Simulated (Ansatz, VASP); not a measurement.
# Cross-check of Cs2LiScF6 between VASP and Ansatz

Aim: how closely do two programs agree when they are given the same cell, functional and k mesh? The cell is taken from a series of runs on this material, whose earlier steps may have relaxed, scaled, displaced or heated it; both programs get it as it stands.

Method: plane waves, with VASP 6.6.1 beside it; HSE06 form with 5 % exact exchange, screening 0.2078 1/A with an exact-exchange share of 0.05, in Ansatz 0.2.0.

### 1. The starting structure

Symmetry: Fm-3m, No. 225, cubic system. The conventional cell has a = 8.791 Å, b = 8.791 Å, c = 8.791 Å, α = 90.00°, β = 90.00°, γ = 90.00°. Nearest to Cs lie 12 F at 3.11 Å. Nearest to Li lie 6 F at 2.33 Å. Sc has 6 F at 2.06 Å nearest. Nearest to F lie 1 Sc at 2.06 Å and 1 Li at 2.33 Å and 4 Cs at 3.11 Å. Farther neighbours and most contacts between anions are not listed.

### 2. Ansatz: G0W0 gap, HSE06 form with 5 % exact exchange, screening 0.2078 1/A with an exact-exchange share of 0.05

Ansatz runs on its PAW soft_1 files.

Quasiparticle shifts depend on high empty states and on the cores, so they are the hardest test of two PAW sets.

input.yaml

```yaml
crystal:
  lattice:
    - [0.0, 4.3957373378, 4.3957373378]
    - [4.3957373378, 0.0, 4.3957373378]
    - [4.3957373378, 4.3957373378, 0.0]
  atoms:
    - { symbol: Cs, position: [0.75, 0.75, 0.75] }
    - { symbol: Cs, position: [0.25, 0.25, 0.25] }
    - { symbol: Li, position: [0.5, 0.5, 0.5] }
    - { symbol: Sc, position: [0.0, 0.0, 0.0] }
    - { symbol: F, position: [0.76533224, 0.23466776, 0.23466776] }
    - { symbol: F, position: [0.23466776, 0.23466776, 0.76533224] }
    - { symbol: F, position: [0.23466776, 0.76533224, 0.76533224] }
    - { symbol: F, position: [0.23466776, 0.76533224, 0.23466776] }
    - { symbol: F, position: [0.76533224, 0.23466776, 0.76533224] }
    - { symbol: F, position: [0.76533224, 0.76533224, 0.23466776] }
kpoints:
  mp_grid: { grid: [2, 2, 2] }
hamiltonian:
  xc:
    exchange: pbe
    correlation: pbe
    exx: { coeff: 0.05, omega: 0.2078 }
  pseudopotentials: { kind: paw, azcp: { folder: soft_1 } }
scf:
  occupations: { method: fixed }
gw:
  n_empty_bands: 708
  ecut_chi: 150.0
  qp_bands: [v3, c3]
  qp_kpoints: band_edges
  screening: { model: contour_deformation }
```

Launch:

```
> ansatz run input.yaml --threads 2 --pin off --max-ram 92160MiB --backend cuda --events-out ev --progress --plain --runs-dir out --devices 1 --max-vram 13GiB
```

Numbers of over 12 decimals in the logs are rounded to 6 here.

The log of the run:

```text
GPUs: using 1 of 1 available (devices: 1).
Engine: ansatz 0.2.0, x86_64-unknown-linux-gnu
Pseudopotentials: kind: paw
Pseudopotential: Cs, paw, valence charge 9, recommended cutoff 420 eV (normal), soft_1/Cs.paw.azcp
Pseudopotential: Li, paw, valence charge 3, recommended cutoff 420 eV (normal), soft_1/Li.paw.azcp
Pseudopotential: Sc, paw, valence charge 11, recommended cutoff 420 eV (normal), soft_1/Sc.paw.azcp
Pseudopotential: F, paw, valence charge 7, recommended cutoff 420 eV (normal), soft_1/F.paw.azcp
Functional definition: unnamed
  parameter a_1 = 0.05
  parameter omega_1 = 0.2078/angstrom
  exchange = pbe_x + (-a_1)*pbe_x_sr(omega_1) + a_1*exact_x_sr(omega_1)
  correlation = pbe_c
davidson cushion auto → on  (no smearing: the cushion is to keep the highest requested band from converging to the state above it; pin scf.eigensolver.cushion to override)
device memory: the entry about to start is reckoned to put 2.3 GiB on a device that reports 57.4 GiB free (of which the cap on the GPU budget leaves the run 13.0 GiB)
GPU FFT provider: cuFFT
GPU libraries: cuBLAS 13.8.2, cuFFT 12.4.0, cuSOLVER 12.3.4
Crystal: 10 atoms, lattice volume = 169.873 Å³
Basis set: ecut = 420 eV, 3287 PW (Γ)
Bands: 47, of which v1, the nominal top of the filled ones, is band 37 counted from 1 (36 counted from 0)
Symmetry: 48 space group operations
Space group: Fm-3m (ITA 225), of the structure as read, at distance tolerance 5.5e-5 Å
k-points: 3 of 8
Non-local potential: Cs, projectors of the file, l = 0: 3, l = 1: 2, l = 2: 2, l = 3: 2
Non-local potential: Li, projectors of the file, l = 0: 3, l = 1: 2, l = 2: 1
Non-local potential: Sc, projectors of the file, l = 0: 3, l = 1: 2, l = 2: 3, l = 3: 1
Non-local potential: F, projectors of the file, l = 0: 2, l = 1: 2, l = 2: 1
PAW form: soft (Blöchl's): semilocal exchange-correlation on the pseudo side does not see the compensation charge
PAW frozen core: Cs, regenerated for the run's functional, and the local potential with it (the file was generated under x = pbe(κ = 0.804, μ = 0.219515), c = pbe(β = 0.066725))
PAW frozen core: Sc, regenerated for the run's functional, and the local potential with it (the file was generated under x = pbe(κ = 0.804, μ = 0.219515), c = pbe(β = 0.066725))
PAW frozen core: F, regenerated for the run's functional, and the local potential with it (the file was generated under x = pbe(κ = 0.804, μ = 0.219515), c = pbe(β = 0.066725))
PAW one-centre angular grid: Cs, 194 points (default); XC on 96 Gauss nodes
PAW one-centre angular grid: Li, 110 points (default); XC on 160 Gauss nodes
PAW one-centre angular grid: Sc, 590 points (default); XC on 96 Gauss nodes
PAW one-centre angular grid: F, 110 points (default); XC on 64 Gauss nodes
Initial density: superposition of atomic densities (chi_scale 0.1, normalization cell, long waves kept (reshape's long-wave potential 0.00 eV rms))
Initial wavefunctions: pseudopotential atomic-orbital guess
GPU buffer pool allocated for 91125 grid points (all kernels)
GPU transforms: local potential and band sums: pruned to the plane-wave sphere, on 45×45×45
Functional: x = pbe(κ = 0.804, μ = 0.219515), c = pbe(β = 0.066725), warm-up for x = pbe(κ = 0.804, μ = 0.219515) + 0.05 (exact − pbe) at short range (hse, ω = 0.2078 Å⁻¹), c = pbe(β = 0.066725)
SCF iter   1: F=—  HF=-18555.463591 eV  |F-HF|=—  |Δ(HF+E_count)|=         —  Δρ=1.44e-1  dr2=3.48e1  ethr=1.00e-1  ⟨swp⟩=8.0  Hψ=456  notcnv=0
preconditioner: auto → none  [insulator: Δε(μ)=2.795 eV  Ē_g=12.671 eV  n_scr=50 (ndim 8)  ℏωp=22.8 eV  f_vac=0.001]
SCF iter   2: F=—  HF=-18555.855927 eV  |F-HF|=—  |Δ(HF+E_count)|=   3.92e-1  Δρ=1.27e-1  dr2=2.20e1  ethr=4.70e-2  ⟨swp⟩=5.7  Hψ=440  notcnv=0
iter 3 solved again at ethr=2.34e-3 eV; its pass at ethr=2.98e-2 eV (dr2=1.74e0 eV) is discarded
SCF iter   3: F=—  HF=-18549.010645 eV  |F-HF|=—  |Δ(HF+E_count)|=    6.85e0  Δρ=2.69e-2  dr2=1.65e0  ethr=2.34e-3  ⟨swp⟩=3.3  Hψ=694  notcnv=0
SCF iter   4: F=—  HF=-18549.001479 eV  |F-HF|=—  |Δ(HF+E_count)|=   9.17e-3  Δρ=1.69e-2  dr2=9.87e-1  ethr=2.23e-3  ⟨swp⟩=4.7  Hψ=418  notcnv=0
SCF iter   5: F=—  HF=-18548.757951 eV  |F-HF|=—  |Δ(HF+E_count)|=   2.44e-1  Δρ=8.83e-3  dr2=2.11e-1  ethr=1.33e-3  ⟨swp⟩=3.0  Hψ=334  notcnv=0
SCF iter   6: F=-18548.704069 eV  HF=-18548.706103 eV  |F-HF|=2.03e-3  |Δ(HF+E_count)|=   5.18e-2  Δρ=1.20e-3  dr2=2.39e-3  ethr=2.85e-4  ⟨swp⟩=4.0  Hψ=383  notcnv=0
SCF 1 stopped early in 6 iterations: F = -18548.704069 eV  dr2 = 2.39e-3
  greatest PAW one-centre occupation: 1.000 electrons in one spin orbital (limit 2), on the Li atom at site 2 (counted from 0), in its partial waves of l = 0
device memory: the entry about to start is reckoned to put 2.8 GiB on a device that reports 57.4 GiB free (of which the cap on the GPU budget leaves the run 13.0 GiB)
GPU FFT provider: cuFFT
GPU libraries: cuBLAS 13.8.2, cuFFT 12.4.0, cuSOLVER 12.3.4
Initial density: handed on by an earlier stage of this run
Initial wavefunctions: those handed on with the density
GPU buffer pool allocated for 91125 grid points (all kernels)
GPU transforms: local potential and band sums: pruned to the plane-wave sphere, on 45×45×45
Functional: x = pbe(κ = 0.804, μ = 0.219515) + 0.05 (exact − pbe) at short range (hse, ω = 0.2078 Å⁻¹), c = pbe(β = 0.066725)
[...]
GPU FFT provider: cuFFT
GPU libraries: cuBLAS 13.8.2, cuFFT 12.4.0, cuSOLVER 12.3.4
GPU buffer pool allocated for 91125 grid points (all kernels)
GPU transforms: local potential and band sums: pruned to the plane-wave sphere, on 45×45×45
Exchange kernel: α = 0.0500, screened, ω = 0.2078 Å⁻¹, Wigner–Seitz truncation, v(0) = 963.5376 eV·Å³, q-mesh 2×2×2, nearest image of the exchange supercell L = 12.43 Å, pair-density grid 24×24×24, without the augmentation charges, whose exchange is taken in its separable form by FFT convolution over the k-point mesh (sized by the pseudopotential files, 36×36×36 at the most), smooth part of the exact exchange by density-matrix convolution in up to 1.20 GiB of GPU memory as planned if the GPU has room (build and FFT work areas not counted)
Frozen-core exchange: fock
SCF iter   1: F=—  HF=-18550.529278 eV  |F-HF|=—  |Δ(HF+E_count)|=         —  Δρ=5.36e-6  dr2=2.26e-8  ethr=1.35e-9  ⟨swp⟩=3.0  Hψ=326  notcnv=0
preconditioner: auto → none  [insulator: Δε(μ)=7.156 eV  Ē_g=14.980 eV  n_scr=50 (ndim 8)  ℏωp=22.8 eV  f_vac=0.028]
SCF iter   2: F=-18550.529278 eV  HF=-18550.529278 eV  |F-HF|=2.02e-8  |Δ(HF+E_count)|=   2.72e-9  Δρ=3.23e-6  dr2=2.20e-8  ethr=3.05e-11  ⟨swp⟩=4.0  Hψ=449  notcnv=0
SCF 3 converged in 2 iterations: F = -18550.529278 eV  dr2 = 2.20e-8
hybrid outer 2: dexx = +7.941e-10 eV, tail = 4.59e-8 eV, Δε = 8.69e-5 eV (about 6.45e-5 eV left of the loop's levels)
device memory: the entry about to start is reckoned to put 4.1 GiB on a device that reports 56.1 GiB free (of which the cap on the GPU budget leaves the run 13.0 GiB)
NSCF: frozen V_eff on 3 k-points
Exchange-term sweep: 0 of 3 (spin, k) points
Exchange-term sweep: 1 of 3 (spin, k) points
Exchange-term sweep: 2 of 3 (spin, k) points
Exchange-term sweep: 3 of 3 (spin, k) points
G₀W₀ screening: q 1/3
[... further progress lines ...]
device memory: the entry about to start is reckoned to put 1.0 GiB on a device that reports 47.4 GiB free (of which the cap on the GPU budget leaves the run 13.0 GiB)
NSCF: frozen V_eff on 1 k-points
device memory: the entry about to start is reckoned to put 1.0 GiB on a device that reports 47.9 GiB free (of which the cap on the GPU budget leaves the run 13.0 GiB)
NSCF: frozen V_eff on 1 k-points
hybrid SCF converged: 2 outer / 9 inner (+6 warm-up), last move |dexx| = 7.94e-10 eV, tail = 4.59e-8 eV
Stability not checked: this state was not tested for a lower state beside it, because the functional holds exact exchange (a hybrid, or Hartree-Fock), whose exchange loop this test does not read (fock_operator; see scf.lower_state_search)
Free energy (F): -18550.529278 eV
Frozen-core exchange: fock
Harris-Foulkes:  -18550.529278 eV  (|F-HF|=2.02e-8)
Internal energy: -18550.529278 eV  (E = F + TS)
E sigma→0 (E₀):  -18550.529278 eV
Fermi energy:    1.884574 eV
--- Per-component energies (eV) ---
  E_band       = -566.227241
  E_kinetic    = 1700.968290
  E_local      = -5547.130169  (includes V_loc(G=0)·N_el)
  E_nonlocal   = 684.131857
  E_hartree    = 2128.631288
  E_xc         = -885.261992
  E_vxc        = -952.020268  (∫ρ·V_xc dr)
  E_exx        = -47.392113  (= α·E_x^exact, valence–valence)
  E_paw        = -12353.392342  (= ΣΔE_a)
  E_vpaw       = -614.658684  (= ΣTr[D̂ρ^β])
  E_aug_tail   = 0.004549  (compensation charges beyond the density's cutoff)
  E_ewald      = -4230.957613
  E_core_change = -0.131032  (= ΣΔE_core)
  E_smearing   = -0.000000  (= −TS)
  E_closure    = 0.000000  (closes the sum)
  Σ components = -18550.529278   (vs F -18550.529278, Δ=0.00e0)
--- Band table (eV) ---
  k-point 0: bands = [... 33 lower, 1.8798, 1.8846, 1.8846, 1.8846, 9.0409, 9.0409, 9.0409, 9.9007, ... 1 higher]
  k-point 1: bands = [... 33 lower, 1.8027, 1.8027, 1.8110, 1.8110, 9.0951, 9.0951, 9.1188, 10.8959, ... 1 higher]
  k-point 2: bands = [... 33 lower, 1.6632, 1.7482, 1.7482, 1.8692, 9.0894, 9.1746, 9.1746, 10.4166, ... 1 higher]
  guard bands above this table: 5 of the run's 47 bands. The solve was not asked for them (output.publish_guard_bands: true or output.eigenvalues: true publishes all)
--- G₀W₀: contour deformation, 6 samples at zero and on the imaginary axis and 0 off it, 8 q-points, 708 empty bands' worth ---
  eigenvalues of the whole cell's RPA ε∞ on this k-mesh (on a slab, of 1 + 4πα/V) = 2.2696, 2.2696, 2.2696; static W/v taken at q = 0 is 0.440615
  bands read: the sum over 745 bands ends inside a degenerate multiplet in 1 slot, whose members it reads at an even weight; the widest, k=0: bands 744 to 746 (counted from 1) at 2/3 each
  gw.qp_kpoints: band_edges: 3 of 3 stored k-points solved, in 1 pass; an edge of the gap read off the rows below is read off those points alone
    ik  band        ε_KS         Σx   Σc(E_QP)       V_xc       Z   E_QP_lin       E_QP  E_QP is
     0    35      1.8846   -30.7991     5.2809   -23.7427  0.7830     0.0716     0.1091  root
     0    36      1.8846   -30.7991     5.2809   -23.7427  0.7830     0.0716     0.1091  root
     0    37      1.8846   -30.7991     5.2809   -23.7427  0.7830     0.0716     0.1091  root
     0    38      9.0409   -11.1935    -5.6933   -19.3292  0.8029    11.5566    11.4832  root
     0    39      9.0409   -11.1935    -5.6933   -19.3292  0.8029    11.5566    11.4832  root
     0    40      9.0409   -11.1935    -5.6933   -19.3292  0.8029    11.5566    11.4832  root
     1    35      1.8027   -30.8116     5.4663   -23.5511  0.7785    -0.0317     0.0086  root
     1    36      1.8110   -30.6323     5.2529   -23.5898  0.7832    -0.0169     0.0213  root
     1    37      1.8110   -30.6323     5.2529   -23.5898  0.7832    -0.0169     0.0213  root
     1    38      9.0951   -11.3870    -5.6920   -19.5341  0.8016    11.6250    11.5502  root
     1    39      9.0951   -11.3870    -5.6920   -19.5341  0.8016    11.6250    11.5502  root
     1    40      9.1188   -11.4497    -5.7637   -19.6930  0.8002    11.6761    11.5984  root
     2    35      1.7482   -30.3278     5.2133   -23.3048  0.7831    -0.1014    -0.0614  root
     2    36      1.7482   -30.3278     5.2133   -23.3048  0.7831    -0.1014    -0.0614  root
     2    37      1.8692   -31.4456     5.7189   -23.9460  0.7744     0.0481     0.0886  root
     2    38      9.0894   -11.2492    -5.8048   -19.5314  0.8007    11.6446    11.5669  root
     2    39      9.1746   -11.8056    -5.7448   -20.0495  0.7983    11.7533    11.6737  root
     2    40      9.1746   -11.8056    -5.7448   -20.0495  0.7983    11.7533    11.6737  root
```

(Part 1 of 2 ends here.)

[Lines on the potential files, build, host, timing and source positions are cut from VASP's logs without a mark.]

[Logs are printed without paths, hosts, clocks, repeated set-up lines and the standing remarks that a program may print on its own settings, such as how far it seeks lower states.]

[Hosts, paths, dates, database ids (printed as entryN), source tags and the programs' standing remarks are cut or masked in the printed files.]
